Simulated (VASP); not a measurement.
# CrB2 with PBEsol + U: from relaxation to properties, part 7 of 10

Wanted: the relaxed cell of CrB2 and its properties. The start is a cell from a database of measured crystal structures.

VASP 6.6.1, plane waves and PAW; the level of theory is named at each step.

Still holding for the runs below: The magnetic order is the lowest of the few collinear ones that converged above; longer or canted patterns were not tried. The cell is doubled for it, so bands and modes from the zone boundary of the chemical cell fold onto Γ and the labels are those of the larger cell. A U on the itinerant d states of such a compound is hard to justify; it moves the bands at the Fermi level and favours large moments.

So far. Step 7 (Relaxing cell and atoms (PBEsol + U)): It ends with forces that vanish by symmetry and a pressure of 0.14 GPa. Step 8 (Second relaxation): It ends with forces that vanish by symmetry and a pressure of 0.01 GPa. The volume moved by only 0.12 %, so the volume is settled. The relaxed cell has a = 3.019, c = 3.064 Å (conventional setting).

## Step 9: Single point with fields (PBEsol + U)

Level of this step: PBEsol, DFT+U (Cr d 3 eV), spin-polarised from an antiferromagnetic start; plane waves and PAW (Cr_pv, B) (VASP).

The relaxed cell gets a fresh self-consistent run, on a basis set for its own volume, to fix the density and to check the remaining stress.

The input, INCAR:

```
SYSTEM = CrB2
PREC = Accurate
ENCUT = 420
EDIFF = 1E-06
NELM = 100
ISMEAR = 0
SIGMA = 0.05
LREAL = .FALSE.
ALGO = Normal
GGA = PS
NBANDS = 27
ISPIN = 2
MAGMOM = 2.66 -2.66 0 0 0 0
LDAU = .TRUE.
LDAUTYPE = 2
LDAUL = 2 -1
LDAUU = 3 0
LDAUJ = 0 0
LDAUPRINT = 1
LASPH = .TRUE.
LMAXMIX = 4
LORBIT = 11
LWAVE = .FALSE.
LCHARG = .TRUE.
ISIF = 2
LELF = .TRUE.
LVHAR = .TRUE.
```

The input, POSCAR:

```
CrB2
1.0
    3.0188400916      0.0000000000      0.0000000000
   -1.5094200458      2.6143922093      0.0000000000
    0.0000000000      0.0000000000      6.1287620530
Cr B
2 4
Direct
    0.0000000000      0.0000000000      0.0000000000
    0.0000000000      0.0000000000      0.5000000000
    0.3333333333      0.6666666667      0.2500000000
    0.3333333333      0.6666666667      0.7500000000
    0.6666666667      0.3333333333      0.2500000000
    0.6666666667      0.3333333333      0.7500000000
```

The input, KPOINTS:

```
Automatic mesh
0
Gamma
9 9 4
0 0 0
```

Potentials, in the order of the species: Cr_pv and B (PBE family, release 64).

On the command line:

```console
$ mpirun -np 8 vasp_std
```

Log:

```text
[banner, memory and clock lines left out]
running    8 mpi-ranks, on    1 nodes
 distrk:  each k-point on    8 cores,    1 groups
 distr:  one band on    1 cores,    8 groups

 POSCAR found type information on POSCAR CrB
 POSCAR found :  2 types and       6 ions
 [... a notice as in an earlier step ...]

 [... a notice as in an earlier step ...]

 LDA part: xc-table for (Slater+PW92), standard interpolation
|                                                                             |
|           W    W    AA    RRRRR   N    N  II  N    N   GGGG   !!!           |
|           W    W   A  A   R    R  NN   N  II  NN   N  G    G  !!!           |
|           W    W  A    A  R    R  N N  N  II  N N  N  G       !!!           |
|           W WW W  AAAAAA  RRRRR   N  N N  II  N  N N  G  GGG   !            |
|           WW  WW  A    A  R   R   N   NN  II  N   NN  G    G                |
|           W    W  A    A  R    R  N    N  II  N    N   GGGG   !!!           |
|                                                                             |
|     The number of bands has been changed from the values supplied in        |
|     The orbitals not found in the WAVECAR file will be initialized with     |
|     random numbers, which is usually adequate. For correlated               |
|     calculations, however, you should redo the groundstate calculation.     |
|     I found NBANDS = 27. Now, NBANDS = 32.                                  |
|                                                                             |

 POSCAR, INCAR and KPOINTS ok, starting setup
 FFT: planning ... GRIDC
 FFT: planning ... GRID_SOFT
 FFT: planning ... GRID
 WAVECAR not read
 entering main loop
       N       E                     dE             d eps       ncg     rms          rms(c)
DAV:   1     0.305645268775E+03    0.30565E+03   -0.15996E+04  4632   0.105E+03
DAV:   2    -0.389730044080E+02   -0.34462E+03   -0.32754E+03  4808   0.346E+02
DAV:   3    -0.550625778113E+02   -0.16090E+02   -0.15769E+02  5576   0.821E+01
DAV:   4    -0.553257110740E+02   -0.26313E+00   -0.26231E+00  5640   0.973E+00
DAV:   5    -0.553327990238E+02   -0.70879E-02   -0.70840E-02  6024   0.145E+00    0.327E+01
DAV:   6    -0.507174502699E+02    0.46153E+01   -0.93940E+01  5304   0.789E+01    0.288E+01
DAV:   7    -0.446432742095E+02    0.60742E+01   -0.40352E+01  5016   0.571E+01    0.904E+00
DAV:   8    -0.449659273602E+02   -0.32265E+00   -0.19622E+00  5840   0.771E+00    0.463E+00
DAV:   9    -0.450670177788E+02   -0.10109E+00   -0.57855E-01  6280   0.497E+00    0.222E+00
DAV:  10    -0.451126829293E+02   -0.45665E-01   -0.15293E-01  5416   0.323E+00    0.132E+00
DAV:  11    -0.451205693964E+02   -0.78865E-02   -0.13520E-02  5728   0.852E-01    0.475E-01
DAV:  12    -0.451228315731E+02   -0.22622E-02   -0.33557E-03  5944   0.339E-01    0.197E-01
DAV:  13    -0.451230679679E+02   -0.23639E-03   -0.61934E-04  5768   0.135E-01    0.679E-02
DAV:  14    -0.451231246034E+02   -0.56635E-04   -0.76560E-05  5280   0.585E-02    0.301E-02
DAV:  15    -0.451231282647E+02   -0.36613E-05   -0.92804E-06  5704   0.183E-02    0.133E-02
DAV:  16    -0.451231298423E+02   -0.15776E-05   -0.10452E-06  3728   0.677E-03    0.658E-03
DAV:  17    -0.451231299857E+02   -0.14346E-06   -0.56441E-07  3032   0.647E-03
   1 F= -.45123130E+02 E0= -.45122141E+02  d E =-.197775E-02  mag=     0.0000
```

It took 9.2 s on 8 MPI ranks of Intel Xeon 6975P-C (Granite Rapids), shared host; peak memory 0.9 GiB.

Parts of OUTCAR (step 9):

```text
   k-points           NKPTS =     36   k-points in BZ     NKDIM =     36   number of bands    NBANDS=     32

   NELECT =      36.0000    total number of electrons

atom =   1  type =  1  l = 2

 onsite density matrix

spin component  1

  0.7975 -0.0000  0.0000 -0.0000 -0.0000
 -0.0000  0.5216 -0.0000 -0.0000 -0.0000
  0.0000 -0.0000  0.8764  0.0000  0.0000
 -0.0000 -0.0000  0.0000  0.5216  0.0000
 -0.0000 -0.0000  0.0000  0.0000  0.7975

spin component  2

  0.1541  0.0000 -0.0000  0.0000  0.0000
  0.0000  0.2163  0.0000  0.0000 -0.0000
 -0.0000  0.0000  0.0794 -0.0000  0.0000
  0.0000  0.0000 -0.0000  0.2163 -0.0000
  0.0000 -0.0000  0.0000 -0.0000  0.1541

 occupancies and eigenvectors

  o =  0.0794  v =  0.0000  0.0000  0.0000  0.0000  0.0000 -0.0000 -0.0000 -1.0000 -0.0000  0.0000      0.0000  0.0000  0.0000  0.0000  0.0000  0.0000  0.0000  0.0000  0.0000  0.0000
  o =  0.1541  v =  0.0000  0.0000  0.0000  0.0000  0.0000  0.9662 -0.0000 -0.0000 -0.0000 -0.2579      0.0000  0.0000  0.0000  0.0000  0.0000  0.0000  0.0000  0.0000  0.0000  0.0000
  o =  0.1541  v =  0.0000  0.0000  0.0000  0.0000  0.0000 -0.2579 -0.0000 -0.0000  0.0000 -0.9662      0.0000  0.0000  0.0000  0.0000  0.0000  0.0000  0.0000  0.0000  0.0000  0.0000
  o =  0.2163  v =  0.0000  0.0000  0.0000  0.0000  0.0000 -0.0000 -0.0000 -0.0000 -1.0000 -0.0000      0.0000  0.0000  0.0000  0.0000  0.0000  0.0000  0.0000  0.0000  0.0000  0.0000
  o =  0.2163  v =  0.0000  0.0000  0.0000  0.0000  0.0000  0.0000  1.0000  0.0000 -0.0000 -0.0000      0.0000  0.0000  0.0000  0.0000  0.0000  0.0000  0.0000  0.0000  0.0000  0.0000
  o =  0.5216  v =  0.0000  0.0000 -0.0000  1.0000 -0.0000  0.0000  0.0000  0.0000  0.0000  0.0000      0.0000  0.0000  0.0000  0.0000  0.0000  0.0000  0.0000  0.0000  0.0000  0.0000
  o =  0.5216  v =  0.0000 -1.0000 -0.0000  0.0000  0.0000  0.0000  0.0000  0.0000  0.0000  0.0000      0.0000  0.0000  0.0000  0.0000  0.0000  0.0000  0.0000  0.0000  0.0000  0.0000
  o =  0.7975  v =  1.0000  0.0000  0.0000  0.0000  0.0000  0.0000  0.0000  0.0000  0.0000  0.0000      0.0000  0.0000  0.0000  0.0000  0.0000  0.0000  0.0000  0.0000  0.0000  0.0000
  o =  0.7975  v =  0.0000  0.0000 -0.0000  0.0000  1.0000  0.0000  0.0000  0.0000  0.0000  0.0000      0.0000  0.0000  0.0000  0.0000  0.0000  0.0000  0.0000  0.0000  0.0000  0.0000
  o =  0.8764  v =  0.0000 -0.0000  1.0000  0.0000  0.0000  0.0000  0.0000  0.0000  0.0000  0.0000      0.0000  0.0000  0.0000  0.0000  0.0000  0.0000  0.0000  0.0000  0.0000  0.0000

atom =   2  type =  1  l = 2

 onsite density matrix

spin component  1

  0.1541  0.0000 -0.0000 -0.0000  0.0000
  0.0000  0.2163 -0.0000  0.0000 -0.0000
 -0.0000 -0.0000  0.0794 -0.0000  0.0000
 -0.0000  0.0000 -0.0000  0.2163 -0.0000
  0.0000 -0.0000  0.0000 -0.0000  0.1541

spin component  2

  0.7975 -0.0000  0.0000 -0.0000 -0.0000
 -0.0000  0.5216  0.0000 -0.0000  0.0000
  0.0000  0.0000  0.8764 -0.0000  0.0000
 -0.0000 -0.0000 -0.0000  0.5216  0.0000
 -0.0000  0.0000  0.0000  0.0000  0.7975

 occupancies and eigenvectors

  o =  0.0794  v = -0.0000  0.0000 -1.0000 -0.0000  0.0000  0.0000  0.0000  0.0000  0.0000  0.0000      0.0000  0.0000  0.0000  0.0000  0.0000  0.0000  0.0000  0.0000  0.0000  0.0000
  o =  0.1541  v =  0.1574  0.0000 -0.0000 -0.0000 -0.9875  0.0000  0.0000  0.0000  0.0000  0.0000      0.0000  0.0000  0.0000  0.0000  0.0000  0.0000  0.0000  0.0000  0.0000  0.0000
  o =  0.1541  v =  0.9875 -0.0000  0.0000  0.0000  0.1574  0.0000  0.0000  0.0000  0.0000  0.0000      0.0000  0.0000  0.0000  0.0000  0.0000  0.0000  0.0000  0.0000  0.0000  0.0000
  o =  0.2163  v = -0.0000 -0.0001 -0.0000  1.0000 -0.0000  0.0000  0.0000  0.0000  0.0000  0.0000      0.0000  0.0000  0.0000  0.0000  0.0000  0.0000  0.0000  0.0000  0.0000  0.0000
  o =  0.2163  v = -0.0000 -1.0000 -0.0000 -0.0001  0.0000  0.0000  0.0000  0.0000  0.0000  0.0000      0.0000  0.0000  0.0000  0.0000  0.0000  0.0000  0.0000  0.0000  0.0000  0.0000
  o =  0.5216  v =  0.0000  0.0000  0.0000  0.0000  0.0000  0.0000  0.0000  0.0000  1.0000  0.0000      0.0000  0.0000  0.0000  0.0000  0.0000  0.0000  0.0000  0.0000  0.0000  0.0000
  o =  0.5216  v =  0.0000  0.0000  0.0000  0.0000  0.0000  0.0000 -1.0000 -0.0000  0.0000  0.0000      0.0000  0.0000  0.0000  0.0000  0.0000  0.0000  0.0000  0.0000  0.0000  0.0000
  o =  0.7975  v =  0.0000  0.0000  0.0000  0.0000  0.0000  1.0000  0.0000  0.0000  0.0000  0.0000      0.0000  0.0000  0.0000  0.0000  0.0000  0.0000  0.0000  0.0000  0.0000  0.0000
  o =  0.7975  v =  0.0000  0.0000  0.0000  0.0000  0.0000  0.0000  0.0000 -0.0000 -0.0000  1.0000      0.0000  0.0000  0.0000  0.0000  0.0000  0.0000  0.0000  0.0000  0.0000  0.0000
  o =  0.8764  v =  0.0000  0.0000  0.0000  0.0000  0.0000  0.0000 -0.0000  1.0000 -0.0000  0.0000      0.0000  0.0000  0.0000  0.0000  0.0000  0.0000  0.0000  0.0000  0.0000  0.0000

 E-fermi :   9.5538

 spin component 1
 k-point     1 :       0.0000    0.0000    0.0000
  band No.  band energies     occupation
    ...
     15       7.8914      1.00000
     16       9.0836      1.00000
     17       9.0836      1.00000
     18       9.1014      1.00000
     19       9.1014      1.00000
     20      11.0147      0.00000
     21      11.0147      0.00000
     22      11.2744      0.00000
     23      13.3181      0.00000
     24      13.3181      0.00000
    ...

 k-point     2 :       0.1111    0.0000    0.0000
  band No.  band energies     occupation
    ...
     13       6.7462      1.00000
     14       7.0396      1.00000
     15       7.4293      1.00000
     16       8.5009      1.00000
     17       8.9727      1.00000
     18       9.5822      0.21091
     19       9.6361      0.01000
     20      11.2727      0.00000
     21      11.4331      0.00000
     22      11.5808      0.00000
    ...

  Total       -0.0152713     -0.0152713      0.0261074      0.0000000      0.0000000      0.0000000
  in kB       -0.5058292     -0.5058292      0.8647486      0.0000000      0.0000000      0.0000000
  external PRESSURE =      -0.0489699 kB  Pullay stress =       0.0000000 kB

 POSITION                                       TOTAL-FORCE (eV/Angst)
 -----------------------------------------------------------------------------------
      0.00000      0.00000      0.00000         0.000000      0.000000      0.000000
      0.00000      0.00000      3.06438         0.000000      0.000000     -0.000000
     -0.00000      1.74293      1.53219         0.000000      0.000000      0.000000
     -0.00000      1.74293      4.59657        -0.000000      0.000000      0.000000
      1.50942      0.87146      1.53219         0.000000     -0.000000      0.000000
      1.50942      0.87146      4.59657         0.000000     -0.000000     -0.000000
 -----------------------------------------------------------------------------------
    total drift:                               -0.000000      0.000000      0.000000

  FREE ENERGIE OF THE ION-ELECTRON SYSTEM (eV)
  ---------------------------------------------------
  free  energy   TOTEN  =       -45.1231299857 eV

  energy  without entropy=      -45.1211522386  energy(sigma->0) =      -45.12214111

[... 6 parts as in an earlier step ...]

[... 11 further parts left out ...]
```

With spin, VASP writes an ELF for each channel.

This step gave:

```yaml
bands: 32
pressure: -0.004897 GPa
```

Valence electrons inside each PAW sphere by angular momentum. Sphere charges, by row:

```csv
atom,s (e),p (e),d (e),tot (e)
Cr1,0.276,6.343,4.299,10.92
Cr2,0.276,6.343,4.299,10.92
B3,0.68,1.317,0,1.997
B4,0.68,1.317,0,1.997
B5,0.68,1.317,0,1.997
B6,0.68,1.317,0,1.997
```

Spin density in the ac plane at fractional y = 0.000, with atoms of Cr within 0.2 Å of it.

Ten even steps from '0' (-3.4 e/Å³) to '9' (3.5 e/Å³), each cell a mean:
```
9876555545555678
7655555444555556
6555554444455555
5555544444445555
5555444444444555
4444444444444444
4444444555444444
4444444555444444
4444444555444444
2344444444444443
1134444444444431
0023444444444320
0123444444444321
2234444444444432
4444444555444444
4444444555444444
4444445555544444
4444444444444444
5555444444444555
5555544444445555
5555554444455555
7655555444555556
8865555545555568
9976555555555679
```
Columns run along a (3.0 Å), rows up along c (6.1 Å). Atoms in or near the plane, at fractional coordinates: Cr at (0.00, 0.00), Cr at (0.00, 0.50).

Valence density in the ac plane at fractional y = 0.000, with atoms of Cr within 0.2 Å of it. It is the smooth field of the valence electrons, not physical close to the nuclei.

Ten even steps from '_' (0 e/Å³) to '@' (12 e/Å³), each cell a mean:
```
%%##++::__________________::++##
====::..__________________..::==
....__________________________..
________________________________
________________________________
________________________________
________________________________
________________________________
________________________________
----..______________________..--
%%##==::__________________::==##
@@@@**--..______________..--**@@
%%##++::__________________::++##
++==::..__________________..::==
....__________________________..
________________________________
________________________________
________________________________
________________________________
________________________________
________________________________
==--::______________________::--
####==::__________________::==##
@@@@**--..______________..--**@@
```
Columns run along a (3.0 Å), rows up along c (6.1 Å). Atoms in or near the plane, at fractional coordinates: Cr at (0.00, 0.00), Cr at (0.00, 0.50).

ELF of up spins in the ac plane at fractional y = 0.000, with atoms of Cr within 0.2 Å of it. It is the smooth field of the valence electrons, not physical close to the nuclei.

Ten even steps from '0' (0.01) to '9' (0.86), each cell a mean:
```
0023211222112320
3332113444311233
3321135676531123
1111367888763111
1113578999875311
1123579999975321
1123578999875321
1112467898764211
3221246777642122
4432123555321234
0133211232112331
0024311121113420
0023211222112320
3332112444211233
3321135777531123
1111357888753111
1113578999875311
1123579999975321
1113578999875311
1112468898864211
3211246777642112
4332113454311233
1133211232112331
0024311121113420
```
Columns run along a (3.0 Å), rows up along c (6.1 Å). Atoms in or near the plane, at fractional coordinates: Cr at (0.00, 0.00), Cr at (0.00, 0.50).

In this run the pressure is 0.00 GPa, small enough to go on.

(Continued in part 8 of 10.)

[Lines on the potential files, build, host, timing and source positions are cut from VASP's logs without a mark.]

[Logs are printed without paths, hosts, clocks, repeated set-up lines and the standing remarks that a program may print on its own settings, such as how far it seeks lower states.]

[Hosts, paths, dates, database ids (printed as entryN), source tags and the programs' standing remarks are cut or masked in the printed files.]

[A measured line is paired with the nearest computed mode of its activity, which favours agreement.]
